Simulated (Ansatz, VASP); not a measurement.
# ZnNi: VASP beside Ansatz

Aim: how closely do two programs agree when they are given the same cell, functional and k mesh? Of the first pair: The two relaxations start from unlike cells of this crystal (the structure described is Ansatz's start), so only their ends are compared.

Program: Ansatz 0.2.0. Level of theory: plane waves, with VASP 6.6.1 beside it; relaxation of cell and atoms at LDA. Results are calculated unless marked as measured.

## 1. The structure

It takes space group Pm-3m (No. 221, cubic). The conventional cell has a = 2.908 Å, b = 2.908 Å, c = 2.908 Å, α = 90.00°, β = 90.00°, γ = 90.00°. Nearest to Zn lie 8 Ni at 2.52 Å. Nearest to Ni lie 8 Zn at 2.52 Å. Farther neighbours are not listed.

## 2. VASP: relaxation of cell and atoms, LDA, pair 1

The relaxed volume is the usual yardstick between codes: in a stiff, nearly cubic crystal its relative difference is about their pressure difference at one cell divided by the bulk modulus.

Lines of VASP's logs that name or quote its potential files are left out, and so is its time.

The input, INCAR:

```
SYSTEM = ZnNi
PREC = Accurate
ENCUT = 600
EDIFF = 1E-07
NELM = 120
ISMEAR = 0
SIGMA = 0.1
LREAL = .FALSE.
ALGO = Normal
GGA = CA
NBANDS = 17
LASPH = .TRUE.
LORBIT = 11
LWAVE = .FALSE.
LCHARG = .FALSE.
ISIF = 3
IBRION = 2
NSW = 80
EDIFFG = -0.005
GGA_COMPAT = .FALSE.
NELMIN = 4
```

The input, POSCAR:

```
ZnNi
1.0
    2.8110332876      0.0000000000      0.0000000000
    0.0000000000      2.8110332876      0.0000000000
    0.0000000000      0.0000000000      2.8110332876
Zn Ni
1 1
Direct
    0.5000000000      0.5000000000      0.5000000000
    0.0000000000      0.0000000000      0.0000000000
```

The input, KPOINTS:

```
Automatic mesh
0
Gamma
8 8 8
0 0 0
```

The projector-augmented-wave data sets are Zn and Ni (LDA family, release 64).

Run with:

```bash
$ mpirun -np 1 vasp_std
```

Numbers of over 12 decimals in the logs are rounded to 6 here.

What it wrote:

```text
[banner, memory and clock lines left out]
running    1 mpi-ranks, on    1 nodes
 distrk:  each k-point on    1 cores,    1 groups
 distr:  one band on    1 cores,    1 groups

 POSCAR found type information on POSCAR ZnNi
 POSCAR found :  2 types and       2 ions
 LDA part: xc-table for (Slater(with rela. corr.)+CA(PZ))
 , standard interpolation
 POSCAR, INCAR and KPOINTS ok, starting setup
 FFT: planning ... GRIDC
 FFT: planning ... GRID_SOFT
 FFT: planning ... GRID
 WAVECAR not read
 entering main loop
       N       E                     dE             d eps       ncg     rms          rms(c)
DAV:   1     0.103234661891E+03    0.10323E+03   -0.11805E+04  1246   0.226E+03
DAV:   2    -0.581320727949E+01   -0.10905E+03   -0.10495E+03  1198   0.307E+02
DAV:   3    -0.997580460071E+01   -0.41626E+01   -0.41336E+01  1331   0.724E+01
DAV:   4    -0.100142139927E+02   -0.38409E-01   -0.38396E-01  1440   0.617E+00
DAV:   5    -0.100150577137E+02   -0.84372E-03   -0.84368E-03  1360   0.825E-01    0.111E+01
DAV:   6    -0.102816249536E+02   -0.26657E+00   -0.11351E+01  1235   0.613E+01    0.987E+00
DAV:   7    -0.908623977728E+01    0.11954E+01   -0.48339E+00  1271   0.649E+01    0.416E+00
DAV:   8    -0.904148135429E+01    0.44758E-01   -0.17806E-01  1635   0.800E+00    0.154E+00
DAV:   9    -0.903163584897E+01    0.98455E-02   -0.72943E-03  1607   0.126E+00    0.248E-01
DAV:  10    -0.903134149574E+01    0.29435E-03   -0.78092E-04  1465   0.383E-01    0.747E-02
DAV:  11    -0.903134488918E+01   -0.33934E-05   -0.70258E-05  1653   0.212E-01    0.180E-02
DAV:  12    -0.903134261545E+01    0.22737E-05   -0.99217E-06  1573   0.743E-02    0.248E-03
DAV:  13    -0.903134260220E+01    0.13248E-07   -0.36877E-07  1234   0.937E-03
   1 F= -.90313426E+01 E0= -.90269517E+01  d E =-.903134E+01
 curvature:   0.00 expect dE= 0.000E+00 dE for cont linesearch  0.000E+00
 trial: gam= 0.00000 g(F)=  0.000E+00 g(S)=  0.101E-04 ort = 0.000E+00 (trialstep = 0.100E+01)
 search vector abs. value=  0.101E-04
 bond charge predicted
       N       E                     dE             d eps       ncg     rms          rms(c)
DAV:   1    -0.903162654440E+01   -0.28393E-03   -0.25187E-03  1214   0.101E+00    0.143E-01
DAV:   2    -0.903166137100E+01   -0.34827E-04   -0.26792E-03  1235   0.936E-01    0.156E-01
DAV:   3    -0.903136170450E+01    0.29967E-03   -0.12572E-03  1240   0.763E-01    0.490E-02
DAV:   4    -0.903133857899E+01    0.23126E-04   -0.52607E-05  1579   0.149E-01    0.154E-02
DAV:   5    -0.903133371260E+01    0.48664E-05   -0.22695E-06  1744   0.240E-02    0.141E-03
DAV:   6    -0.903133372393E+01   -0.11333E-07   -0.17357E-07   954   0.439E-03
   2 F= -.90313337E+01 E0= -.90269456E+01  d E =0.887827E-05
 trial-energy change:    0.000009  1 .order    0.000004   -0.000010    0.000018
 step:   0.1931(harm=  0.3624)  dis= 0.00000  next Energy=    -9.031344 (dE=-0.938E-06)
 bond charge predicted
       N       E                     dE             d eps       ncg     rms          rms(c)
DAV:   1    -0.903153351639E+01   -0.19980E-03   -0.16458E-03  1209   0.822E-01    0.116E-01
DAV:   2    -0.903155837098E+01   -0.24855E-04   -0.17633E-03  1230   0.757E-01    0.127E-01
DAV:   3    -0.903136051865E+01    0.19785E-03   -0.82681E-04  1235   0.615E-01    0.395E-02
DAV:   4    -0.903134553757E+01    0.14981E-04   -0.34030E-05  1576   0.119E-01    0.125E-02
DAV:   5    -0.903134236820E+01    0.31694E-05   -0.14674E-06  1738   0.194E-02    0.109E-03
DAV:   6    -0.903134237704E+01   -0.88471E-08   -0.10999E-07   813   0.344E-03
   3 F= -.90313424E+01 E0= -.90269518E+01  d E =0.225160E-06
 curvature:  -0.17 expect dE=-0.224E-06 dE for cont linesearch -0.224E-06
 trial: gam= 0.00000 g(F)=  0.393E-65 g(S)=  0.133E-05 ort =-0.367E-05 (trialstep = 0.839E+00)
 search vector abs. value=  0.133E-05
 reached required accuracy - stopping structural energy minimisation
```

Parts of OUTCAR (step 2):

```text
ion  position               nearest neighbor table
   1  0.500  0.500  0.500-   2 2.43   2 2.43   2 2.43   2 2.43   2 2.43   2 2.43   2 2.43   2 2.43

  LATTYP: Found a simple cubic cell.
 ALAT       =     2.8110332876

 Subroutine GETGRP returns: Found 48 space group operations
 (whereof 48 operations were pure point group operations)

The static configuration has the point symmetry O_h .

 Found     35 irreducible k-points:

   k-points           NKPTS =     35   k-points in BZ     NKDIM =     35   number of bands    NBANDS=     17

   dimension x,y,z NGX =    24 NGY =   24 NGZ =   24
   dimension x,y,z NGXF=    48 NGYF=   48 NGZF=   48

   ENCUT  =  600.0 eV  44.10 Ry    6.64 a.u.   5.61  5.61  5.61*2*pi/ulx,y,z

   NELECT =      22.0000    total number of electrons

 k-points in reciprocal lattice and weights: Automatic mesh
   0.00000000  0.00000000  0.00000000       0.002
   0.12500000  0.00000000  0.00000000       0.012
   0.25000000  0.00000000  0.00000000       0.012
   0.37500000  0.00000000  0.00000000       0.012
   0.50000000  0.00000000  0.00000000       0.006
   0.12500000  0.12500000  0.00000000       0.023
   0.25000000  0.12500000  0.00000000       0.047
   0.37500000  0.12500000  0.00000000       0.047
   0.50000000  0.12500000  0.00000000       0.023
[...]
0.50000000  0.50000000  0.37500000       0.012
   0.50000000  0.50000000  0.50000000       0.002

 average (electrostatic) potential at core
       1 -33.7241       2 -84.2736

 E-fermi :   6.6918

 k-point     1 :       0.0000    0.0000    0.0000
  band No.  band energies     occupation
    ...
      7       4.3578      2.00000
      8       4.3578      2.00000
      9       5.7390      2.00000
     10       5.7390      2.00000
     11       5.7390      2.00000
     12      14.2808      0.00000
     13      14.2808      0.00000
     14      14.2808      0.00000
     15      20.1511      0.00000
     16      20.1511      0.00000
    ...

 k-point     2 :       0.1250    0.0000    0.0000
  band No.  band energies     occupation
    ...
      7       4.3330      2.00000
      8       4.3734      2.00000
      9       5.5859      2.00000
     10       5.5859      2.00000
     11       5.7240      2.00000
     12      12.1691      0.00000
     13      14.8052      0.00000
     14      14.8052      0.00000
     15      20.2711      0.00000
     16      21.2895      0.00000
    ...

 k-point     3 :       0.2500    0.0000    0.0000
  band No.  band energies     occupation
    ...
      7       4.2617      2.00000
      8       4.2706      2.00000
      9       5.2547      2.00000
     10       5.2547      2.00000
     11       5.6873      2.00000
     12       9.0597      0.00000
     13      16.2434      0.00000
     14      16.2434      0.00000
     15      20.6401      0.00000
     16      21.9425      0.00000
    ...

  Total        0.0042918      0.0042918      0.0042918      0.0000000      0.0000000      0.0000000
  in kB        0.3096161      0.3096161      0.3096161      0.0000000      0.0000000      0.0000000
  external PRESSURE =       0.3096161 kB  Pullay stress =       0.0000000 kB

  energy-cutoff  :      600.00
  volume of cell :       22.21
      direct lattice vectors                 reciprocal lattice vectors
     2.810878678 -0.000000000  0.000000000     0.355760641 -0.000000000  0.000000000
     0.000000000  2.810878678  0.000000000     0.000000000  0.355760641  0.000000000
    -0.000000000 -0.000000000  2.810878678    -0.000000000 -0.000000000  0.355760641

 POSITION                                       TOTAL-FORCE (eV/Angst)
 -----------------------------------------------------------------------------------
      1.40544      1.40544      1.40544         0.000000     -0.000000      0.000000
      0.00000      0.00000      0.00000        -0.000000      0.000000      0.000000
 -----------------------------------------------------------------------------------
    total drift:                                0.000000      0.000000     -0.000000

  FREE ENERGIE OF THE ION-ELECTRON SYSTEM (eV)
  ---------------------------------------------------
  free  energy   TOTEN  =        -9.0313423770 eV

  energy  without entropy=       -9.0225612068  energy(sigma->0) =       -9.02695179

 reached required accuracy - stopping structural energy minimisation

 total charge
# of ion       s       p       d       tot
------------------------------------------
    1        0.636   0.628   9.766  11.031
    2        0.452   0.485   8.486   9.423
--------------------------------------------------
tot          1.088   1.114  18.252  20.454

[... 3 further parts left out ...]
```

CONTCAR:

```
ZnNi
   1.00000000000000
     2.8108786783801163   -0.0000000000000000    0.0000000000000000
     0.0000000000000000    2.8108786783801163    0.0000000000000000
    -0.0000000000000000   -0.0000000000000000    2.8108786783801163
  Zn              Ni
     1     1
Direct
     0.5000000000000000    0.5000000000000000    0.5000000000000000
     0.0000000000000000    0.0000000000000000    0.0000000000000000
```

This run has no spin polarisation, so a moment on Ni, if there is one, isn't seen. The k-mesh is coarse for a metal. The run keeps the 48 symmetry operations of its start, so it cannot find a distortion of lower symmetry.

## 3. Ansatz: relaxation of cell and atoms, LDA, pair 1

Ansatz runs on its default PAW (the set named soft_2) files.

Its own start cell and the same functional (in two slightly different forms), mesh and smearing now go to Ansatz, which takes its cutoff from its data sets.

The input, input.yaml:

```yaml
crystal:
  lattice:
    - [2.9083, 0.0, 0.0]
    - [0.0, 2.9083, 0.0]
    - [0.0, 0.0, 2.9083]
  atoms:
    - { symbol: Zn, position: [0.5, 0.5, 0.5] }
    - { symbol: Ni, position: [0.0, 0.0, 0.0] }
kpoints:
  mp_grid: { grid: [8, 8, 8] }
hamiltonian:
  xc: lda
scf:
  occupations: { method: gaussian, width: 0.1 }
output:
  forces: true
  stress: true
  eigenvalues: true
relax:
  adjacent_minimum: "off"
  f_tol: 0.05
  max_steps: 80
  cell: { stress_tol: 0.5 }
```

Run with:

```bash
$ ansatz run input.yaml --threads 4 --pin off --max-ram 7168MiB --backend cpu --events-out ev --progress --plain --runs-dir out
```

What it wrote:

```text
The last accepted step is kept in <dir> (removed where the run ends without a failure and the disk answers)
Engine: ansatz 0.2.0, aarch64-unknown-linux-gnu
Pseudopotentials: kind: paw
Pseudopotential: Zn, paw, valence charge 12, recommended cutoff 420 eV (normal), Zn.paw.azcp
Pseudopotential: Ni, paw, valence charge 18, recommended cutoff 420 eV (normal), Ni.paw.azcp
Functional definition: SPW92
  exchange = slater_x
  correlation = pw_c
Crystal: 2 atoms, lattice volume = 24.599 Å³
Basis set: ecut = 420 eV, 461 PW (Γ)
Bands: 19, of which v1, the nominal top of the filled ones, is band 15 counted from 1 (14 counted from 0)
Symmetry: 48 space group operations
Space group: Pm-3m (ITA 221), of the structure as read, at distance tolerance 2.9e-5 Å
k-points: 35 of 512
Non-local potential: Zn, projectors of the file, l = 0: 2, l = 1: 2, l = 2: 3, l = 3: 1
Non-local potential: Ni, projectors of the file, l = 0: 3, l = 1: 2, l = 2: 3, l = 3: 1
PAW form: soft (Blöchl's): semilocal exchange-correlation on the pseudo side does not see the compensation charge
PAW frozen core: Zn, regenerated for the run's functional, and the local potential with it (the file was generated under x = pbe(κ = 0.804, μ = 0.219515), c = pbe(β = 0.066725))
PAW frozen core: Ni, regenerated for the run's functional, and the local potential with it (the file was generated under x = pbe(κ = 0.804, μ = 0.219515), c = pbe(β = 0.066725))
PAW one-centre angular grid: Zn, 590 points (default); XC on 64 Gauss nodes
PAW one-centre angular grid: Ni, 590 points (default); XC on 64 Gauss nodes
Initial density: superposition of atomic densities (neutral atoms: chi_scale 0, normalization atom), corrected by the library's trained network
Initial wavefunctions: pseudopotential atomic-orbital guess
Functional: x = slater, c = lda
SCF iter   1: F=—  HF=-9020.079046 eV  |F-HF|=—  |Δ(HF+E_count)|=         —  Δρ=2.61e-2  dr2=9.53e-2  ethr=1.77e-3  ⟨swp⟩=4.9  Hψ=2917  notcnv=0
preconditioner: auto → none  [metal: Δε(μ)=0.038 eV  Ē_g=11.069 eV  σ=0.100 eV  W_gap=0.21  n_scr=6 (ndim 8)  ℏωp=35.1 eV  f_vac=0.000  D(μ)=2.00/eV (n_scr^D=26)  sad-step TF]
SCF iter   2: F=—  HF=-9020.069787 eV  |F-HF|=—  |Δ(HF+E_count)|=   9.26e-3  Δρ=1.17e-2  dr2=2.17e-2  ethr=3.18e-4  ⟨swp⟩=2.0  Hψ=1051  notcnv=0  defer=5
SCF iter   3: F=—  HF=-9020.067812 eV  |F-HF|=—  |Δ(HF+E_count)|=   1.97e-3  Δρ=2.17e-3  dr2=5.19e-4  ethr=7.23e-5  ⟨swp⟩=1.3  Hψ=693  notcnv=0  defer=5
SCF iter   4: F=—  HF=-9020.067581 eV  |F-HF|=—  |Δ(HF+E_count)|=   2.31e-4  Δρ=6.49e-4  dr2=5.79e-5  ethr=1.73e-6  ⟨swp⟩=2.1  Hψ=1006  notcnv=0  defer=5
SCF iter   5: F=—  HF=-9020.067551 eV  |F-HF|=—  |Δ(HF+E_count)|=   3.00e-5  Δρ=1.28e-4  dr2=1.12e-6  ethr=1.93e-7  ⟨swp⟩=2.0  Hψ=868  notcnv=0  defer=5
SCF iter   6: F=-9020.067550 eV  HF=-9020.067550 eV  |F-HF|=2.89e-8  |Δ(HF+E_count)|=   7.32e-7  Δρ=1.82e-5  dr2=2.58e-8  ethr=3.33e-10  ⟨swp⟩=6.7  Hψ=3436  notcnv=0
SCF 1 converged in 6 iterations: F = -9020.067550 eV  dr2 = 2.58e-8
  greatest PAW one-centre occupation: 1.002 electrons in one spin orbital (limit 2), on the Ni atom at site 1 (counted from 0), in its partial waves of l = 1
relax step   1: F+E_penalty+E_count = -9020.06754996 eV  Δ(F+E_penalty+E_count) = +0.000e0 eV  max|allowed force component| = 4.023e-29 eV/Å  Δτ_max = 0.0000 Å  P = -15.780 GPa  Ω = 24.599 Å³  (6 SCF iters, dr2 threshold 1.00e-7 eV, accepted)
[...]
relax step   2: F+E_penalty+E_count = -9020.18348563 eV  Δ(F+E_penalty+E_count) = -1.159e-1 eV  max|allowed force component| = 1.906e-30 eV/Å  Δτ_max = 0.0000 Å  P = -7.099 GPa  Ω = 23.030 Å³  energy of the carried Pulay correction = +9.018e-4 eV  (6 SCF iters, dr2 threshold 2.00e-7 eV, accepted)
[...]
relax step   3: F+E_penalty+E_count = -9020.20418527 eV  Δ(F+E_penalty+E_count) = -2.070e-2 eV  max|allowed force component| = 2.202e-30 eV/Å  Δτ_max = 0.0000 Å  P = +1.937 GPa  Ω = 21.889 Å³  energy of the carried Pulay correction = +1.596e-3 eV  (6 SCF iters, dr2 threshold 2.00e-7 eV, accepted)
[...]
relax step   4: F+E_penalty+E_count = -9020.20533145 eV  Δ(F+E_penalty+E_count) = -1.146e-3 eV  max|allowed force component| = 2.130e-29 eV/Å  Δτ_max = 0.0000 Å  P = -0.154 GPa  Ω = 22.124 Å³  energy of the carried Pulay correction = +1.450e-3 eV  (6 SCF iters, dr2 threshold 2.00e-7 eV, accepted)
[...]
relax step   5: F+E_penalty+E_count = -9020.20398387 eV  Δ(F+E_penalty+E_count) = +1.348e-3 eV  max|allowed force component| = 1.433e-29 eV/Å  Δτ_max = 0.0000 Å  P = -0.163 GPa  Ω = 22.124 Å³  stress off target by 1.63e-1 GPa  SCF on the basis re-selected at this cell (its energy is not comparable with the rows above)  (6 SCF iters)
basis re-selected at this cell: Δ(F+E_penalty+E_count) = +1.348e-3 eV, ΔP = -0.008 GPa vs the last step (what re-selecting the basis moved, of the pressure what is left beyond the Pulay correction that the steps carried, after the strain that the cell walked since its last selection, with what the two solves' SCF thresholds leave and, on support functions, any second-order correction that the steps lacked; it is no m [...]
SCF converged after 6 iterations
Free energy (F): -9020.203984 eV
Harris-Foulkes:  -9020.203984 eV  (|F-HF|=1.82e-12)
Internal energy: -9020.195212 eV  (E = F + TS)
E sigma→0 (E₀):  -9020.199598 eV
Entropy (-TS):   -0.008772 eV (-4.386 meV/atom)
Fermi energy:    16.314157 eV
--- Per-component energies (eV) ---
  E_band       = -197.052741
  E_kinetic    = 420.322466
  E_local      = -4941.091683  (includes V_loc(G=0)·N_el)
  E_nonlocal   = 1255.254809
  E_hartree    = 2079.342539
  E_xc         = -222.861092
  E_vxc        = -166.458954  (∫ρ·V_xc dr)
  E_paw        = -3319.095422  (= ΣΔE_a)
  E_vpaw       = -923.764498  (= ΣTr[D̂ρ^β])
  E_aug_tail   = 0.000044  (compensation charges beyond the density's cutoff)
  E_ewald      = -4294.058135
  E_core_change = 1.991262  (= ΣΔE_core)
  E_smearing   = -0.008772  (= −TS)
  E_closure    = 0.000000  (closes the sum)
  Σ components = -9020.203984   (vs F -9020.203984, Δ=0.00e0)
--- Forces (eV/Å), atoms counted from 1 ---
  atom   1  Zn     0.00000000    -0.00000000    -0.00000000
  atom   2  Ni     0.00000000    -0.00000000    -0.00000000
  max |Σ_I F_I| component: 3.02e-29 eV/Å
--- Stress (GPa, compression-positive) ---
       -0.162515      -0.000000      -0.000000
       -0.000000      -0.162515       0.000000
       -0.000000       0.000000      -0.162515
  P = ⅓ Tr σ = -0.1625 GPa (-1.625 kbar)
--- Band table (eV; the first three rows and the last of 35) ---
  k-point 0: bands = [... 11 lower, 13.9717, 15.3668, 15.3668, 15.3668, 23.8660, 23.8660, 23.8660, 29.7171]
  k-point 1: bands = [... 11 lower, 13.9871, 15.2101, 15.2101, 15.3506, 21.7650, 24.3952, 24.3952, 29.8331]
  k-point 2: bands = [... 11 lower, 13.8763, 14.8718, 14.8718, 15.3109, 18.6642, 25.8430, 25.8430, 30.1905]
  k-point 34: bands = [... 11 lower, 12.7655, 15.7224, 15.7224, 21.5927, 22.0628, 22.0628, 22.0628, 22.6956]
--- Relaxed structure (4 steps of the walk, 4 accepted, 1 SCFs on fresh bases) ---
  F+E_penalty+E_count = -9020.20398387 eV   max|allowed force component| = 1.433e-29 eV/Å   (the final SCF, on the basis selected at the relaxed cell)
  cell:  # Å, volume = 22.1236 Å³
    - [2.807275, 0, 0]
    - [0, 2.807275, 0]
    - [0, 0, 2.807275]
  atoms:
    - { symbol: Zn, position: [0.500000, 0.500000, 0.500000] }
    - { symbol: Ni, position: [0, 0, 0] }
```

In the SCF lines HF is the Harris–Foulkes energy and dr2 the Hartree energy of the density residual, in eV; the loop may stop once dr2 is under the threshold and the program's other checks hold. Hψ counts applications of the Hamiltonian.

## 4. Side by side

Known differences besides the potentials themselves: the two LDA forms differ slightly; the data sets hold 30 valence electrons in Ansatz (on its default PAW (the set named soft_2) files) and 22 in VASP; the cutoff is 420 eV in Ansatz and 600 eV in VASP; VASP's log shows a relativistic correction to its local exchange, Ansatz's none; Ansatz adds a Pulay correction to the stress that steers its cell, VASP none. Total energies have different zeros and are not compared.

Both answers:

```tsv
quantity	Ansatz	VASP	difference
volume (Å³)	22.12	22.21	-0.38 %
edge a after relaxation, in the typed setting (Å)	2.807	2.811	-0.13 %
```

[end of part 1 of 2]

[Lines on the potential files, build, host, timing and source positions are cut from VASP's logs without a mark.]

[Logs are printed without paths, hosts, clocks, repeated set-up lines and the standing remarks that a program may print on its own settings, such as how far it seeks lower states.]

[Hosts, paths, dates, database ids (printed as entryN), source tags and the programs' standing remarks are cut or masked in the printed files.]
